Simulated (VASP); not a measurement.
A convergence study with VASP on BaF₂ (fluorite): one setting is varied, all else stays as given below, so the limit is that of these other settings.

```yaml
crystal:
  lattice:
    - [0.00000, 3.10000, 3.10000]
    - [3.10000, 0.00000, 3.10000]
    - [3.10000, 3.10000, 0.00000]
  atoms:
    - { symbol: Ba, position: [0.00000, 0.00000, 0.00000] }
    - { symbol: F, position: [0.25000, 0.25000, 0.25000] }
    - { symbol: F, position: [0.75000, 0.75000, 0.75000] }
```

Level of theory: PBE GGA, VASP's PBE PAW potentials (set 64) (plane waves; VASP 6.6.1). The tightest run used: 700 eV cut-off, 11×11×11 Monkhorst-Pack mesh, Gaussian smearing of 0.050 eV, potentials Ba_sv F.

Problem. The settings run are 1×1×1 mesh; 2×2×2 mesh; 3×3×3 mesh; 4×4×4 mesh; 5×5×5 mesh; 6×6×6 mesh; 7×7×7 mesh; 8×8×8 mesh; 9×9×9 mesh; 10×10×10 mesh; 11×11×11 mesh. From which on does the energy per atom stay within 0.01 eV/atom of the tightest run?

Solution. From 2×2×2 mesh on: it is off by 0.0003 there and by no more than 0.01 in any finer run, while 1×1×1 mesh is off by 0.3734.
```csv
setting,E (eV/atom),pressure (GPa),irreducible k-points,difference judged (eV/atom)
1×1×1 mesh,-6.0793,-7.11,1,0.3734
2×2×2 mesh,-5.7061,2.24,2,0.0003
3×3×3 mesh,-5.7056,2.27,4,0.0003
4×4×4 mesh,-5.7058,2.28,10,0.0000
5×5×5 mesh,-5.7059,2.25,10,0.0000
6×6×6 mesh,-5.7059,2.25,28,0.0000
7×7×7 mesh,-5.7059,2.25,20,0.0000
8×8×8 mesh,-5.7059,2.25,60,0.0000
9×9×9 mesh,-5.7059,2.25,35,0.0000
10×10×10 mesh,-5.7059,2.25,110,0.0000
11×11×11 mesh,-5.7059,2.25,56,0.0000
```

Left out are rungs that failed or repeat a setting and relaxations that didn't move; long series are thinned to 24 rows.

The compound is BaF2 in the fluorite structure. The cell was not relaxed at this level.
